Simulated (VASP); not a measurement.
# Si2MoN4 in VASP: settings compared, part 2 of 3

VASP 6.6.1. The steps go on from the part before.

### 4 Work function, HSE06

Input file POSCAR:

```
Si2MoN4                                 
1.0
    2.8933316094      0.0000000000      0.0000000000
   -1.4466658047      2.5056986802      0.0000000000
    0.0000000000      0.0000000000     23.0000000000
  N               Si              Mo            
     4     2     1
Direct
     0.3333330000000032    0.6666669999999968    0.3480561477286807
     0.6666669999999968    0.3333330000000032    0.4458856362021741
     0.6666669999999968    0.3333330000000032    0.5541143637978259
     0.3333330000000032    0.6666669999999968    0.6519438522713195
     0.6666669999999968    0.3333330000000032    0.3702328604283727
     0.6666669999999968    0.3333330000000032    0.6297671395716272
     0.0000000000000000    0.0000000000000000    0.5000000000000000
```

Input file INCAR.step1:

```
SYSTEM = Si2MoN4
  PREC = Accurate
  ENCUT = 520
  EDIFF = 1E-5
  ISMEAR = 0
  SIGMA = 0.03
  LREAL = .FALSE.
  LASPH = .TRUE.
  NELM = 80
  ALGO = Normal
  ISIF = 2
  LWAVE = .TRUE.
  LDIPOL = .TRUE.
  IDIPOL = 3
  DIPOL = 0.5 0.5 0.500
  GGA = PE
  KPAR = 4
```

Input file INCAR.step2:

```
SYSTEM = Si2MoN4
  PREC = Accurate
  ENCUT = 520
  EDIFF = 1E-6
  ISMEAR = 0
  SIGMA = 0.03
  LREAL = .FALSE.
  LASPH = .TRUE.
  NELM = 80
  ALGO = Normal
  ISIF = 2
  LWAVE = .FALSE.
  LCHARG = .TRUE.
  LDIPOL = .TRUE.
  IDIPOL = 3
  DIPOL = 0.5 0.5 0.500
  GGA = PE
  LHFCALC = .TRUE.
  HFSCREEN = 0.2
  PRECFOCK = Fast
  LVHAR = .TRUE.
  LVACPOTAV = .TRUE.
  ISTART = 1
  KPAR = 4
```

Input file KPOINTS:

```
regular mesh
0
G
  12 12 1
  0 0 0
```

Potentials or basis: VASP PAW PBE potentials, release 64 (N, Si, Mo_sv).

The run is started by

```bash
$ cat potpaw_PBE.64/N/POTCAR potpaw_PBE.64/Si/POTCAR potpaw_PBE.64/Mo_sv/POTCAR > POTCAR
$ cp INCAR.step1 INCAR
$ mpirun -np 4 vasp_std > vasp.out
$ cp INCAR.step2 INCAR
$ mpirun -np 4 vasp_std > vasp.out
```

OUTCAR:

```text
SYSTEM = Si2MoN4
   PREC = Accurate
   ENCUT = 520
   EDIFF = 1E-6
   ISMEAR = 0
   LREAL = .FALSE.
   LASPH = .TRUE.
   NELM = 80
   ISIF = 2
   GGA = PE
   LHFCALC = .TRUE.
   HFSCREEN = 0.2
   PRECFOCK = Fast
   ISTART = 1

 ion  position               nearest neighbor table
   1  0.333  0.667  0.348-   5 1.75   5 1.75   5 1.75
   2  0.667  0.333  0.446-   5 1.74   7 2.08   7 2.08   7 2.08
   3  0.667  0.333  0.554-   6 1.74   7 2.08   7 2.08   7 2.08
   4  0.333  0.667  0.652-   6 1.75   6 1.75   6 1.75
   5  0.667  0.333  0.370-   2 1.74   1 1.75   1 1.75   1 1.75
   6  0.667  0.333  0.630-   3 1.74   4 1.75   4 1.75   4 1.75
   7  0.000  0.000  0.500-   3 2.08   2 2.08   3 2.08   2 2.08   3 2.08   2 2.08

  LATTYP: Found a hexagonal cell.
 ALAT       =     2.8933316094
 C/A-ratio  =     7.9493134922

  Lattice vectors:

 A1 = (   2.8933316094,   0.0000000000,   0.0000000000)
 A2 = (  -1.4466658047,   2.5056986802,   0.0000000000)
 A3 = (   0.0000000000,   0.0000000000,  23.0000000000)

Analysis of symmetry for initial positions (statically):
=====================================================================
 Subroutine PRICEL returns:
 Original cell was already a primitive cell.

 Routine SETGRP: Setting up the symmetry group for a
 hexagonal supercell.

 Subroutine GETGRP returns: Found 12 space group operations
 (whereof 12 operations were pure point group operations)
 out of a pool of 24 trial point group operations.

The static configuration has the point symmetry D_3h.

Analysis of symmetry for dynamics (positions and initial velocities):
=====================================================================
 Subroutine PRICEL returns:
 Original cell was already a primitive cell.

 Routine SETGRP: Setting up the symmetry group for a
 hexagonal supercell.

 Subroutine GETGRP returns: Found 12 space group operations
 (whereof 12 operations were pure point group operations)
 out of a pool of 24 trial point group operations.

The dynamic configuration has the point symmetry D_3h.

 Subroutine INISYM returns: Found 12 space group operations
 (whereof 12 operations are pure point group operations),
 and found     1 'primitive' translations

----------------------------------------------------------------------------------------

                                     Primitive cell

  volume of cell :     166.7458

  direct lattice vectors                    reciprocal lattice vectors
     2.893331609  0.000000000  0.000000000     0.345622326  0.199545142  0.000000000
    -1.446665805  2.505698680  0.000000000     0.000000000  0.399090285  0.000000000
     0.000000000  0.000000000 23.000000000     0.000000000  0.000000000  0.043478261

  length of vectors
     2.893331609  2.893331614 23.000000000     0.399090285  0.399090285  0.043478261

  position of ions in fractional coordinates (direct lattice)
     0.333333000  0.666667000  0.348056148
     0.666667000  0.333333000  0.445885636
     0.666667000  0.333333000  0.554114364
[... 66 lines left out ...]
   dimension x,y,z NGXF=    48 NGYF=   48 NGZF=  360
   ions per type =               4   2   1
   NGX,Y,Z   is equivalent  to a cutoff of  13.79, 13.79, 13.01 a.u.
   NGXF,Y,Z  is equivalent  to a cutoff of  27.58, 27.58, 26.02 a.u.
 SYSTEM =  Si2MoN4
   PREC   = accura    normal or accurate (medium, high low for compatibility)
   ISTART =      1    job   : 0-new  1-cont  2-samecut
   ICHARG =      0    charge: 1-file 2-atom 10-const
   ISPIN  =      1    spin polarized calculation?
   LNONCOLLINEAR =      F non collinear calculations
   LSORBIT =      F    spin-orbit coupling
   LASPH  =      T    aspherical Exc in radial PAW
   ENCUT  =  520.0 eV  38.22 Ry    6.18 a.u.   5.38  5.38 42.76*2*pi/ulx,y,z
   NELM   =     80;   NELMIN=  2; NELMDL=  0     # of ELM steps
   EDIFF  = 0.1E-05   stopping-criterion for ELM
   LREAL  =      F    real-space projection
   EDIFFG = 0.1E-04   stopping-criterion for IOM
   NSW    =      0    number of steps for IOM
   IBRION =     -1    ionic relax: 0-MD 1-quasi-New 2-CG
   NFREE  =      0    steps in history (QN), initial steepest desc. (CG)
   ISIF   =      2    stress and relaxation
   ISYM   =      3    0-nonsym 1-usesym 2-fastsym
   POTIM  = 0.5000    time-step for ionic-motion
   TEBEG  =    0.0;   TEEND  =   0.0 temperature during run
   PSTRESS=    0.0 pullay stress
   NELECT =      42.0000    total number of electrons
   NUPDOWN=      -1.0000    fix difference up-down
   EMIN   =  10.00;   EMAX   =-10.00  energy-range for DOS
   EFERMI =   0.00;   METHOD = LEGACY
   ISMEAR =     0;   SIGMA  =   0.03  broadening in eV -4-tet -1-fermi 0-gaus
   EFERMI_NEDOS =   21; number of points for ismear=-14 and -15
   IALGO  =     38    algorithm
   IMIX   =      1    mixing-type and parameters
     AMIX     =   0.40;   BMIX     =  1.00
     AMIX_MAG =   1.60;   BMIX_MAG =  1.00
  volume/ion in A,a.u.               =      23.82       160.75
  Fermi-wavevector in a.u.,A,eV,Ry     =   1.033887  1.953763 14.543564  1.068922
  Thomas-Fermi vector in A             =   2.168155
   LORBIT       =      0    0 simple, 1 ext, 2 COOP (PROOUT), +10 PAW based schemes
   GGA     = PE    functional components
   LHFCALC =     T    Hartree Fock is set to
   PRECFOCK=fast      Normal, Fast or Accurate (Low or Medium for compatibility)
   ENCUT4O =  -1.0   cutoff for four orbital integrals eV
   NKREDX  =     1    reduce k-point grid by
   NKREDY  =     1    reduce k-point grid by
   NKREDZ  =     1    reduce k-point grid by
   AEXX    =    0.2500 exact exchange contribution
   HFSCREEN=    0.2000 screening length (either q_TF or 0.3 A-1)
   HFSCREENC=   0.2000 screening length for correlation (either q_TF or 0.3 A-1)
   ENCUTFOCK=  -1.0 apply spherical cutoff to Coloumb kernel
   IVDW    =     0    specifies the selected vdW correction
   LEPSILON=     F    determine dielectric tensor
   LRPA    =     F    only Hartree local field effects (RPA)
 non-spin polarized calculation
 Gauss-broadening in eV      SIGMA  =   0.03
  energy-cutoff  :      520.00
  volume of cell :      166.75
 maximum number of plane-waves:      4573
 NGX is ok and might be reduce to    24
  NGX = 14; NGY = 14; NGZ =112

 dipolmoment           0.000000      0.000000     -0.000000 electrons x Angstroem

 number of electron      41.9999993 magnetization

 dipolmoment           0.000000      0.000000      0.000001 electrons x Angstroem

 Free energy of the ion-electron system (eV)
  ---------------------------------------------------
  ext. energy  EPLUGINS =         0.00000000
  ---------------------------------------------------
  free energy    TOTEN  =       -73.89338811 eV

  energy without entropy =      -73.89338811  energy(sigma->0) =      -73.89338811

 E-fermi :   0.3755     XC(G=0):  -4.4317

 val. band max:        0.0858551764   @ k =   0.0000   0.0000   0.0000
 cond. band min:       2.4609577398   @ k =   0.3333   0.3333   0.0000
 fundamental gap:      2.3751025634
 Fermi energy:         0.3754853088

 k-point     1 :       0.0000    0.0000    0.0000
  band No.  band energies     occupation
      1     -65.2125      2.00000
      2     -37.9145      2.00000
      3     -37.4263      2.00000
      4     -37.4263      2.00000
      5     -20.6527      2.00000
      6     -20.5329      2.00000
[... 521 lines left out ...]
     24       6.2852      0.00000
     25       6.4488      0.00000

------------------------ aborting loop because EDIFF is reached ----------------------------------------

  FORCE on cell =-STRESS in cart. coord.  units (eV):
  Direction    XX          YY          ZZ          XY          YZ          ZX
  --------------------------------------------------------------------------------------
  -------------------------------------------------------------------------------------
  Total       -1.8730289     -1.8730289     -2.2205906      0.0000000      0.0000000     -0.0000000
  in kB      -17.9970026    -17.9970026    -21.3365493      0.0000000      0.0000000     -0.0000000
  external PRESSURE =     -19.1101848 kB  Pullay stress =       0.0000000 kB

 VOLUME and BASIS-vectors are now :
 -----------------------------------------------------------------------------
  energy-cutoff  :      520.00
  volume of cell :      166.75
      direct lattice vectors                 reciprocal lattice vectors
     2.893331609  0.000000000  0.000000000     0.345622326  0.199545142  0.000000000
    -1.446665805  2.505698680  0.000000000     0.000000000  0.399090285  0.000000000
     0.000000000  0.000000000 23.000000000     0.000000000  0.000000000  0.043478261

 POSITION                                       TOTAL-FORCE (eV/Angst)
 -----------------------------------------------------------------------------------
     -0.00000      1.67047      8.00529         0.000000     -0.000000      0.327849
      1.44667      0.83523     10.25537         0.000000     -0.000000      0.230694
      1.44667      0.83523     12.74463         0.000000     -0.000000     -0.230694
     -0.00000      1.67047     14.99471         0.000000     -0.000000     -0.327849
      1.44667      0.83523      8.51536        -0.000000      0.000000     -0.124002
      1.44667      0.83523     14.48464        -0.000000      0.000000      0.124002
      0.00000      0.00000     11.50000        -0.000000     -0.000000      0.000000
 -----------------------------------------------------------------------------------
    total drift:                                0.000230     -0.000133      0.000053

  FREE ENERGIE OF THE ION-ELECTRON SYSTEM (eV)
  ---------------------------------------------------
  free  energy   TOTEN  =       -73.8933881059 eV

  energy  without entropy=      -73.8933881059  energy(sigma->0) =      -73.89338811

 vacuum level on the upper side and lower side of the slab         6.063         6.063
```

It took 2.2 h on 4 MPI ranks of AMD EPYC 7R43 (Zen 3), shared host; peak memory 0.48 GiB.

What came out:

* Free energy: -73.8934 eV
* Largest force: 0.328 eV/Å
* Band gap on the k mesh: 2.38 eV, indirect (least direct gap 2.61 eV)
* Ionisation potential of the upper face: 5.98 eV

Forces on the atoms (eV/Å):
```
N    0.000  0.000  0.328
N    0.000  0.000  0.231
N    0.000  0.000 -0.231
N    0.000  0.000 -0.328
Si   0.000  0.000 -0.124
Si   0.000  0.000  0.124
Mo   0.000  0.000  0.000
```

Levels at points of the mesh, in eV from the valence-band top:
| k point | band 18 | band 19 | band 20 | band 21 | band 22 | band 23 | band 24 | band 25 |
| --- | --- | --- | --- | --- | --- | --- | --- | --- |
| (0.00, 0.00, 0.00) | -2.81 | -2.81 | -2.69 | 0.00 | 3.74 | 3.74 | 4.22 | 4.22 |
| (0.50, 0.00, 0.00) | -3.19 | -2.28 | -2.23 | -1.11 | 3.47 | 3.93 | 4.10 | 4.52 |

Caveat: the PAW data sets were made with another functional, which shifts forces and pressure a little.

### 5 Work function, r2SCAN

Input file INCAR:

```
SYSTEM = Si2MoN4
  PREC = Accurate
  ENCUT = 520
  EDIFF = 1E-6
  ISMEAR = 0
  SIGMA = 0.03
  LREAL = .FALSE.
  LASPH = .TRUE.
  NELM = 80
  ALGO = Normal
  ISIF = 2
  LWAVE = .FALSE.
  LCHARG = .TRUE.
  LDIPOL = .TRUE.
  IDIPOL = 3
  DIPOL = 0.5 0.5 0.500
  METAGGA = R2SCAN
  LMIXTAU = .TRUE.
  LVHAR = .TRUE.
  LVACPOTAV = .TRUE.
  KPAR = 4
```

Input file KPOINTS:

```
regular mesh
0
G
  18 18 1
  0 0 0
```

POSCAR is that of step 4.

Potentials or basis: VASP PAW PBE potentials, release 64 (N, Si, Mo_sv).

The run is started by

```bash
$ cat potpaw_PBE.64/N/POTCAR potpaw_PBE.64/Si/POTCAR potpaw_PBE.64/Mo_sv/POTCAR > POTCAR
$ mpirun -np 4 vasp_std > vasp.out
```

OUTCAR:

```text
SYSTEM = Si2MoN4
   PREC = Accurate
   ENCUT = 520
   EDIFF = 1E-6
   ISMEAR = 0
   LREAL = .FALSE.
   LASPH = .TRUE.
   NELM = 80
   ISIF = 2
   METAGGA = R2SCAN

 ion  position               nearest neighbor table
   1  0.333  0.667  0.348-   5 1.75   5 1.75   5 1.75
   2  0.667  0.333  0.446-   5 1.74   7 2.08   7 2.08   7 2.08
   3  0.667  0.333  0.554-   6 1.74   7 2.08   7 2.08   7 2.08
   4  0.333  0.667  0.652-   6 1.75   6 1.75   6 1.75
   5  0.667  0.333  0.370-   2 1.74   1 1.75   1 1.75   1 1.75
   6  0.667  0.333  0.630-   3 1.74   4 1.75   4 1.75   4 1.75
   7  0.000  0.000  0.500-   3 2.08   2 2.08   3 2.08   2 2.08   3 2.08   2 2.08

  LATTYP: Found a hexagonal cell.
 ALAT       =     2.8933316094
 C/A-ratio  =     7.9493134922

  Lattice vectors:

 A1 = (   2.8933316094,   0.0000000000,   0.0000000000)
 A2 = (  -1.4466658047,   2.5056986802,   0.0000000000)
 A3 = (   0.0000000000,   0.0000000000,  23.0000000000)

Analysis of symmetry for initial positions (statically):
=====================================================================
[... 196 lines left out ...]
  band No.  band energies     occupation
      1     -62.7693      2.00000
      2     -36.1568      2.00000
      3     -35.7104      2.00000
      4     -35.7104      2.00000
      5     -19.2878      2.00000
      6     -19.1838      2.00000
[... 661 lines left out ...]
     24       4.3499      0.00000
     25       4.9163      0.00000

 [... further k-points ...]

------------------------ aborting loop because EDIFF is reached ----------------------------------------

  FORCE on cell =-STRESS in cart. coord.  units (eV):
  Direction    XX          YY          ZZ          XY          YZ          ZX
  --------------------------------------------------------------------------------------
  -------------------------------------------------------------------------------------
  Total       -0.1140369     -0.1140369     -0.6167871      0.0000000     -0.0000000      0.0000000
  in kB       -1.0957235     -1.0957235     -5.9264000      0.0000000     -0.0000000      0.0000000
  external PRESSURE =      -2.7059490 kB  Pullay stress =       0.0000000 kB

 VOLUME and BASIS-vectors are now :
 -----------------------------------------------------------------------------
  energy-cutoff  :      520.00
  volume of cell :      166.75
      direct lattice vectors                 reciprocal lattice vectors
     2.893331609  0.000000000  0.000000000     0.345622326  0.199545142  0.000000000
    -1.446665805  2.505698680  0.000000000     0.000000000  0.399090285  0.000000000
     0.000000000  0.000000000 23.000000000     0.000000000  0.000000000  0.043478261

 POSITION                                       TOTAL-FORCE (eV/Angst)
 -----------------------------------------------------------------------------------
     -0.00000      1.67047      8.00529        -0.000000      0.000000      0.266890
      1.44667      0.83523     10.25537         0.000000     -0.000000     -0.201299
      1.44667      0.83523     12.74463         0.000000     -0.000000      0.201299
     -0.00000      1.67047     14.99471        -0.000000      0.000000     -0.266890
      1.44667      0.83523      8.51536         0.000000     -0.000000     -0.146037
      1.44667      0.83523     14.48464         0.000000     -0.000000      0.146037
      0.00000      0.00000     11.50000         0.000000     -0.000000      0.000000
 -----------------------------------------------------------------------------------
    total drift:                                0.000228     -0.000131      0.000000

  FREE ENERGIE OF THE ION-ELECTRON SYSTEM (eV)
  ---------------------------------------------------
  free  energy   TOTEN  =       -88.0299282002 eV

  energy  without entropy=      -88.0299282002  energy(sigma->0) =      -88.02992820

 vacuum level on the upper side and lower side of the slab         6.082         6.082
```

Wall time 19 min (4 MPI ranks of AMD EPYC 7R43 (Zen 3), shared host); peak memory 0.42 GiB.

Results:

| Item | Value |
| --- | --- |
| Free energy | -88.0299 eV |
| Largest force | 0.267 eV/Å |
| Band gap on the k mesh | 1.89 eV, indirect (least direct gap 2.24 eV) |
| Ionisation potential of the upper face | 5.54 eV |

Forces on the atoms (eV/Å):
```
N    0.000  0.000  0.267
N    0.000  0.000 -0.201
N    0.000  0.000  0.201
N    0.000  0.000 -0.267
Si   0.000  0.000 -0.146
Si   0.000  0.000  0.146
Mo   0.000  0.000  0.000
```

Levels at points of the mesh, in eV from the valence-band top:
```
           k point  band 19  band 20  band 21  band 22  band 23  band 24
(0.00, 0.00, 0.00)    -2.70    -2.49     0.00     3.00     3.00     3.42
(0.50, 0.00, 0.00)    -2.08    -2.07    -1.04     2.88     3.29     3.35
```

Caveat: the PAW data sets were made with another functional, which shifts forces and pressure a little. r2SCAN opens gaps a little over a GGA but as a rule still falls short of measured ones.

[end of part 2 of 3]
